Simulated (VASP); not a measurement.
Output of a VASP run:

File OSZICAR:
```
...
DAV:  16    -0.324026489146E+02   -0.50303E-07   -0.10009E-07   977   0.203E-03
   1 F= -.32402649E+02 E0= -.32402649E+02  d E =-.324026E+02
       N       E                     dE             d eps       ncg     rms          rms(c)
DAV:   1    -0.324224273625E+02   -0.19778E-01   -0.17063E+00  1275   0.626E+00    0.103E+00
DAV:   2    -0.324256432184E+02   -0.32159E-02   -0.99522E-02  1485   0.130E+00    0.437E-01
DAV:   3    -0.324243303786E+02    0.13128E-02   -0.84279E-03  1480   0.493E-01    0.321E-01
DAV:   4    -0.324238792616E+02    0.45112E-03   -0.18968E-03  1637   0.217E-01    0.148E-01
DAV:   5    -0.324238842668E+02   -0.50052E-05   -0.27626E-04  1444   0.842E-02    0.303E-02
DAV:   6    -0.324238656809E+02    0.18586E-04   -0.67811E-05  1458   0.436E-02    0.806E-03
DAV:   7    -0.324238659888E+02   -0.30783E-06   -0.50588E-06  1647   0.965E-03    0.235E-03
DAV:   8    -0.324238661206E+02   -0.13185E-06   -0.48305E-07  1353   0.425E-03    0.914E-04
DAV:   9    -0.324238660987E+02    0.21912E-07   -0.34906E-08   893   0.115E-03
   2 F= -.32423866E+02 E0= -.32423866E+02  d E =-.212172E-01
       N       E                     dE             d eps       ncg     rms          rms(c)
DAV:   1    -0.324238663677E+02   -0.24706E-06   -0.28897E-05  1380   0.259E-02    0.412E-03
DAV:   2    -0.324238664844E+02   -0.11672E-06   -0.16426E-06  1346   0.533E-03    0.187E-03
DAV:   3    -0.324238665233E+02   -0.38918E-07   -0.13919E-07   942   0.215E-03
   3 F= -.32423867E+02 E0= -.32423867E+02  d E =-.212176E-01
       N       E                     dE             d eps       ncg     rms          rms(c)
DAV:   1    -0.324573197844E+02   -0.33453E-01   -0.14128E+00  1240   0.755E+00    0.100E+00
DAV:   2    -0.324382745116E+02    0.19045E-01   -0.11817E-01  1393   0.187E+00    0.497E-01
DAV:   3    -0.324341439234E+02    0.41306E-02   -0.79234E-03  1528   0.540E-01    0.213E-01
DAV:   4    -0.324327754885E+02    0.13684E-02   -0.42078E-03  1459   0.317E-01    0.890E-02
DAV:   5    -0.324327777435E+02   -0.22550E-05   -0.43197E-04  1473   0.118E-01    0.445E-02
DAV:   6    -0.324327601425E+02    0.17601E-04   -0.10520E-04  1625   0.577E-02    0.113E-02
DAV:   7    -0.324327608282E+02   -0.68573E-06   -0.85000E-06  1619   0.160E-02    0.472E-03
DAV:   8    -0.324327607614E+02    0.66784E-07   -0.17589E-06  1593   0.770E-03    0.895E-04
DAV:   9    -0.324327607729E+02   -0.11501E-07   -0.11543E-07   950   0.200E-03
   4 F= -.32432761E+02 E0= -.32432761E+02  d E =-.889425E-02
       N       E                     dE             d eps       ncg     rms          rms(c)
DAV:   1    -0.324774643424E+02   -0.44704E-01   -0.23179E+00  1240   0.966E+00    0.129E+00
DAV:   2    -0.324460015580E+02    0.31463E-01   -0.19792E-01  1407   0.241E+00    0.638E-01
DAV:   3    -0.324391941592E+02    0.68074E-02   -0.13093E-02  1508   0.698E-01    0.276E-01
DAV:   4    -0.324368894619E+02    0.23047E-02   -0.70960E-03  1429   0.412E-01    0.118E-01
DAV:   5    -0.324368960063E+02   -0.65444E-05   -0.73653E-04  1458   0.154E-01    0.603E-02
DAV:   6    -0.324368632145E+02    0.32792E-04   -0.19252E-04  1589   0.778E-02    0.147E-02
DAV:   7    -0.324368642223E+02   -0.10079E-05   -0.14806E-05  1647   0.211E-02    0.635E-03
DAV:   8    -0.324368640892E+02    0.13319E-06   -0.29475E-06  1603   0.101E-02    0.115E-03
DAV:   9    -0.324368641078E+02   -0.18680E-07   -0.20858E-07  1066   0.264E-03
   5 F= -.32436864E+02 E0= -.32436864E+02  d E =-.129976E-01
```

### OUTCAR
```
------------------------ aborting loop because EDIFF is reached ----------------------------------------
  FORCE on cell =-STRESS in cart. coord.  units (eV):
  Direction    XX          YY          ZZ          XY          YZ          ZX
  --------------------------------------------------------------------------------------
  Total       -0.6905498     -0.6905496     -0.6450345      0.0000000      0.0000000     -0.0000000
  in kB       -8.7029268     -8.7029250     -8.1293031      0.0000000      0.0000000     -0.0000000
  external PRESSURE =      -8.5117183 kB  Pullay stress =       0.0000000 kB
  volume of cell :      127.13
      direct lattice vectors                 reciprocal lattice vectors
     1.656683222 -2.869459229 -0.000000000     0.301807849 -0.174248860  0.000000000
     1.656683222  2.869459229  0.000000000     0.301807849  0.174248860 -0.000000000
     0.000000000  0.000000000 13.371209836     0.000000000 -0.000000000  0.074787548
 POSITION                                       TOTAL-FORCE (eV/Angst)
 -----------------------------------------------------------------------------------
      1.65668      0.95649      3.34280         0.000000     -0.000000      0.000000
      1.65668     -0.95649     10.02841         0.000000      0.000000      0.000000
      1.65668      0.95649     11.71349        -0.000000      0.000000      0.007856
      1.65668     -0.95649      5.02789        -0.000000     -0.000000      0.007856
      1.65668     -0.95649      1.65772        -0.000000     -0.000000     -0.007856
      1.65668      0.95649      8.34332        -0.000000      0.000000     -0.007856
 -----------------------------------------------------------------------------------
    total drift:                                0.000146      0.001085     -0.000034
  FREE ENERGIE OF THE ION-ELECTRON SYSTEM (eV)
  ---------------------------------------------------
  free  energy   TOTEN  =       -32.4368641078 eV

  energy  without entropy=      -32.4368641078  energy(sigma->0) =      -32.43686411

 reached required accuracy - stopping structural energy minimisation
```
(Selected blocks of OUTCAR.)

POSCAR:
```
WSe2
1
    1.6673864706    -2.8879977487     0.0000000000
    1.6673864706     2.8879977487     0.0000000000
    0.0000000000     0.0000000000    13.2000967079
W Se
2 4
Direct
  0.3333330000   0.6666670000   0.2500000000
  0.6666670000   0.3333330000   0.7500000000
  0.3333330000   0.6666670000   0.8791194177
  0.6666670000   0.3333330000   0.3791194177
  0.6666670000   0.3333330000   0.1208805823
  0.3333330000   0.6666670000   0.6208805823
```

Question: Reconstruct the remaining input files.

Answer: One answer among several that fit: the input of the run itself, rev-vdW-DF2, plane waves, VASP's PBE PAW potentials (set 64).

**INCAR**
```
SYSTEM=WSe2
PREC=Accurate; ENCUT=520; LREAL=.False.
LASPH=.True.
EDIFF=1E-7; NELM=100; ALGO=Normal
LMAXMIX=6
ISMEAR=0; SIGMA=0.05
GGA=MK; LUSE_VDW=.True.; AGGAC=0.0
PARAM1=0.1234568; PARAM2=0.7114; ZAB_VDW=-1.8867
IBRION=2; NSW=30; ISIF=4
EDIFFG=-0.01
LWAVE=.False.; LCHARG=.False.
```

### KPOINTS
```
K-points
0
Gamma
  8 8 2
0 0 0
```

POTCAR, in this order: W_sv Se (PBE.64 set). Program: vasp_std.

The compound is WSe2 in the 2H layered structure. This cell is one point of a volume scan, at 1.03 of the reference volume. Symmetry was kept, so distortions that lower it aren't found.
